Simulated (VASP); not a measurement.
Consider the following.

```xyz
3
Lattice="1.5839 -2.7434 0.0000 1.5839 2.7434 0.0000 0.0000 0.0000 3.5854" Properties=species:S:1:pos:R:3 pbc="T T T"
Mg     0.0000     0.0000     3.5854
B      1.5839     0.9145     1.7927
B      1.5839    -0.9145     1.7927
```

Computed with r2SCAN meta-GGA, VASP's PBE PAW potentials (set 64) (plane waves; VASP). Run with 600 eV cut-off, 10×10×8 Γ-centred mesh, first-order Methfessel-Paxton smearing of 0.10 eV, potentials Mg B.

Task: Predict the energy per atom (σ→0), pressure, band gap (on the k-mesh) with the smallest direct gap where there is one.

Result: 
```
Property                                                     Value
------------------------  ----------------------------------------
band gap (on the k-mesh)  none (metal, semimetal or under 0.01 eV)
energy per atom (σ→0)                               -6.433 eV/atom
pressure                                                -12.08 GPa
```

The absolute energy has meaning only against runs of the same code, potentials and settings.

The compound is MgB2 in the AlB2 type structure. This cell was strained or had an atom moved on purpose.
